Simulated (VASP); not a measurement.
Computed with PBE GGA, VASP's PBE PAW potentials (set 64) (plane waves; VASP 6.6.1).

A VASP calculation is set up with these files.

File POSCAR:
```
WSi
1.0
  3.5490000000   0.0000000000   0.0000000000
  0.0000000000   3.5490000000   0.0000000000
  0.0000000000   0.0000000000   3.5490000000
W Si
1 1
Cartesian
  0.0000000000   0.0000000000   0.0000000000
  1.7745000000   1.7745000000   1.7745000000
```

**INCAR**
```
ALGO  =  Normal
EDIFF  =  1E-6
EDIFFG  =  -0.01
ENCUT  =  400
GGA  =  PE
IBRION  =  2
ISIF  =  3
ISMEAR  =  1
LASPH  =  T
LCHARG  =  F
LMAXMIX  =  6
LREAL  =  F
LWAVE  =  F
NELM  =  100
NSW  =  60
PREC  =  Accurate
SIGMA  =  0.1
SYSTEM  =  WSi
```

File KPOINTS:
```
K-points
0
Gamma
  9 9 9
0 0 0
```

POTCAR, in this order: W_sv Si (PBE.64 set). Program: vasp_std.

The resulting files:

File OSZICAR:
```
       N       E                     dE             d eps       ncg     rms          rms(c)
DAV:   1     0.773463141350E+02    0.77346E+02   -0.80576E+03   918   0.113E+03
DAV:   2    -0.140811211930E+02   -0.91427E+02   -0.89376E+02  1035   0.283E+02
DAV:   3    -0.168474673371E+02   -0.27663E+01   -0.26480E+01  1205   0.429E+01
DAV:   4    -0.168918467887E+02   -0.44379E-01   -0.44301E-01  1009   0.576E+00
DAV:   5    -0.168926478772E+02   -0.80109E-03   -0.80090E-03  1201   0.741E-01    0.100E+01
DAV:   6    -0.155007429194E+02    0.13919E+01   -0.11479E+01   995   0.218E+01    0.258E+00
DAV:   7    -0.152751437124E+02    0.22560E+00   -0.13062E+00   983   0.648E+00    0.137E+00
DAV:   8    -0.152422511718E+02    0.32893E-01   -0.13172E-01  1045   0.268E+00    0.550E-01
DAV:   9    -0.152418043925E+02    0.44678E-03   -0.44031E-03  1028   0.617E-01    0.250E-01
DAV:  10    -0.152417694452E+02    0.34947E-04   -0.46953E-04  1065   0.249E-01    0.213E-02
DAV:  11    -0.152417639951E+02    0.54501E-05   -0.18457E-05  1060   0.511E-02    0.185E-02
DAV:  12    -0.152417637498E+02    0.24524E-06   -0.31492E-06   892   0.932E-03
   1 F= -.15241764E+02 E0= -.15242125E+02  d E =-.152418E+02
       N       E                     dE             d eps       ncg     rms          rms(c)
DAV:   1    -0.124969032367E+03   -0.10973E+03   -0.20768E+03   910   0.490E+02    0.194E+02
DAV:   2    -0.299371799843E+02    0.95032E+02   -0.21380E+02   985   0.253E+02    0.375E+01
DAV:   3    -0.147193511713E+02    0.15218E+02   -0.30445E+01   980   0.851E+01    0.388E+01
DAV:   4    -0.132401478513E+02    0.14792E+01   -0.31261E+00   950   0.176E+01    0.124E+01
DAV:   5    -0.128048401156E+02    0.43531E+00   -0.14511E+00  1075   0.172E+01    0.625E+00
DAV:   6    -0.128150730553E+02   -0.10233E-01   -0.41312E-02   975   0.264E+00    0.531E-01
DAV:   7    -0.128151067817E+02   -0.33726E-04   -0.56754E-03  1035   0.775E-01    0.128E-01
DAV:   8    -0.128148112151E+02    0.29557E-03   -0.52986E-04   985   0.218E-01    0.665E-02
DAV:   9    -0.128148065662E+02    0.46489E-05   -0.69104E-05  1055   0.766E-02    0.276E-02
DAV:  10    -0.128148065281E+02    0.38097E-07   -0.15484E-06   693   0.139E-02
   2 F= -.12814807E+02 E0= -.12814770E+02  d E =0.242696E+01
       N       E                     dE             d eps       ncg     rms          rms(c)
DAV:   1    -0.592723814467E+02   -0.46458E+02   -0.95076E+02   930   0.503E+02    0.441E+01
DAV:   2    -0.210145579205E+02    0.38258E+02   -0.26303E+02   975   0.132E+02    0.380E+01
DAV:   3    -0.184928263306E+02    0.25217E+01   -0.10612E+01  1015   0.246E+01    0.261E+01
DAV:   4    -0.180789080331E+02    0.41392E+00   -0.33392E+00   975   0.117E+01    0.566E+00
DAV:   5    -0.180591366424E+02    0.19771E-01   -0.38182E-01  1020   0.540E+00    0.921E-01
DAV:   6    -0.180543234820E+02    0.48132E-02   -0.33183E-02  1005   0.194E+00    0.904E-01
DAV:   7    -0.180565671888E+02   -0.22437E-02   -0.28711E-03  1035   0.508E-01    0.280E-02
DAV:   8    -0.180565444140E+02    0.22775E-04   -0.99461E-05  1020   0.859E-02    0.207E-02
DAV:   9    -0.180565464883E+02   -0.20743E-05   -0.32573E-06  1015   0.200E-02    0.379E-03
DAV:  10    -0.180565466164E+02   -0.12813E-06   -0.29718E-07   490   0.336E-03
   3 F= -.18056547E+02 E0= -.18056141E+02  d E =-.281478E+01
       N       E                     dE             d eps       ncg     rms          rms(c)
DAV:   1    -0.182119067402E+02   -0.15536E+00   -0.26292E+00   965   0.219E+01    0.404E+00
DAV:   2    -0.181008708148E+02    0.11104E+00   -0.39868E-01   950   0.632E+00    0.614E-01
DAV:   3    -0.180928173523E+02    0.80535E-02   -0.12642E-02   995   0.112E+00    0.386E-01
DAV:   4    -0.180906500248E+02    0.21673E-02   -0.54883E-03   980   0.738E-01    0.286E-01
DAV:   5    -0.180907207619E+02   -0.70737E-04   -0.25213E-04  1081   0.178E-01    0.810E-02
DAV:   6    -0.180907239444E+02   -0.31825E-05   -0.35196E-05   965   0.463E-02    0.506E-03
DAV:   7    -0.180907236176E+02    0.32679E-06   -0.11619E-06   635   0.115E-02
   4 F= -.18090724E+02 E0= -.18089864E+02  d E =-.284896E+01
       N       E                     dE             d eps       ncg     rms          rms(c)
DAV:   1    -0.181627563746E+02   -0.72032E-01   -0.13957E+00   960   0.161E+01    0.301E+00
DAV:   2    -0.181036812327E+02    0.59075E-01   -0.21559E-01   950   0.468E+00    0.452E-01
DAV:   3    -0.180992964714E+02    0.43848E-02   -0.66640E-03   970   0.760E-01    0.264E-01
DAV:   4    -0.180980896317E+02    0.12068E-02   -0.29591E-03   995   0.566E-01    0.219E-01
DAV:   5    -0.180981308094E+02   -0.41178E-04   -0.13821E-04  1071   0.133E-01    0.529E-02
DAV:   6    -0.180981351938E+02   -0.43845E-05   -0.85945E-06  1005   0.249E-02    0.387E-03
DAV:   7    -0.180981347324E+02    0.46139E-06   -0.20300E-07   490   0.481E-03
   5 F= -.18098135E+02 E0= -.18096905E+02  d E =-.285637E+01
```

OUTCAR:
```
------------------------ aborting loop because EDIFF is reached ----------------------------------------
  FORCE on cell =-STRESS in cart. coord.  units (eV):
  Direction    XX          YY          ZZ          XY          YZ          ZX
  --------------------------------------------------------------------------------------
  Total        0.0114587      0.0114587      0.0114587     -0.0000000      0.0000000     -0.0000000
  in kB        0.6401926      0.6401926      0.6401926     -0.0000000      0.0000000     -0.0000000
  external PRESSURE =       0.6401926 kB  Pullay stress =       0.0000000 kB
  volume of cell :       28.68
      direct lattice vectors                 reciprocal lattice vectors
     3.060869269  0.000000000  0.000000000     0.326704577 -0.000000000 -0.000000000
     0.000000000  3.060869269  0.000000000    -0.000000000  0.326704577 -0.000000000
     0.000000000  0.000000000  3.060869269    -0.000000000 -0.000000000  0.326704577
 POSITION                                       TOTAL-FORCE (eV/Angst)
 -----------------------------------------------------------------------------------
      0.00000      0.00000      0.00000        -0.000000      0.000000      0.000000
      1.53043      1.53043      1.53043         0.000000     -0.000000      0.000000
 -----------------------------------------------------------------------------------
    total drift:                                0.000000      0.000000      0.000000
  FREE ENERGIE OF THE ION-ELECTRON SYSTEM (eV)
  ---------------------------------------------------
  free  energy   TOTEN  =       -18.0981347324 eV

  energy  without entropy=      -18.0944441253  energy(sigma->0) =      -18.09690453

 reached required accuracy - stopping structural energy minimisation
```
(Selected blocks of OUTCAR.)

CONTCAR:
```
WSi
   1.00000000000000
     3.0608692686895367    0.0000000000000000    0.0000000000000000
     0.0000000000000000    3.0608692686895367    0.0000000000000000
     0.0000000000000000    0.0000000000000000    3.0608692686895362
  W               Si
     1     1
Direct
     0.0000000000000000    0.0000000000000000    0.0000000000000000
     0.5000000000000000    0.5000000000000000    0.5000000000000000
```

**OUTCAR**
```
 val. band max:       11.1755270253   @ k =   0.4444   0.4444   0.1111

 cond. band min:      11.2125402481   @ k =   0.4444   0.3333   0.1111


 Fermi energy:        11.1993877545

 k-point     1 :       0.0000    0.0000    0.0000
  band No.  band energies     occupation
      1     -62.5362      2.00000
      2     -26.6436      2.00000
      3     -26.6436      2.00000
      4     -26.6436      2.00000
      5      -1.3660      2.00000
      6       7.5335      2.00000
      7       7.5335      2.00000
      8      12.9636     -0.00000
      9      12.9636     -0.00000
     10      12.9636     -0.00000
     11      13.6380      0.00000
     12      13.6380      0.00000
     13      13.6380      0.00000

 k-point     2 :       0.1111    0.0000    0.0000
  band No.  band energies     occupation
      1     -62.5345      2.00000
      2     -26.6843      2.00000
      3     -26.6400      2.00000
      4     -26.6400      2.00000
      5      -1.1242      2.00000
      6       7.4689      2.00000
      7       7.6471      2.00000
      8      11.8811     -0.00000
      9      11.8811     -0.00000
     10      13.0209     -0.00000
     11      13.0735     -0.00000
     12      14.8431      0.00000
     13      14.8431      0.00000

 k-point     3 :       0.2222    0.0000    0.0000
  band No.  band energies     occupation
      1     -62.5302      2.00000
      2     -26.7863      2.00000
      3     -26.6309      2.00000
      4     -26.6309      2.00000
      5      -0.4251      2.00000
      6       6.8802      2.00000
      7       7.9598      2.00000
      8      10.7464      2.00000
      9      10.7464      2.00000
     10      12.7161     -0.00000
     11      13.1713     -0.00000
     12      16.3792      0.00000
     13      16.3792      0.00000

 k-point     4 :       0.3333    0.0000    0.0000
  band No.  band energies     occupation
      1     -62.5254      2.00000
      2     -26.9002      2.00000
      3     -26.6205      2.00000
...
```

Energy and stress use the plane-wave basis of the starting cell. Unless said otherwise, spin-orbit coupling is left out, though it shifts the bands of the heavy elements here.

The structure was generated: WSi was put into the CsCl type type (Pm-3m), which need not be its known phase. This run relaxes it. Symmetry was kept, so distortions that lower it aren't found.
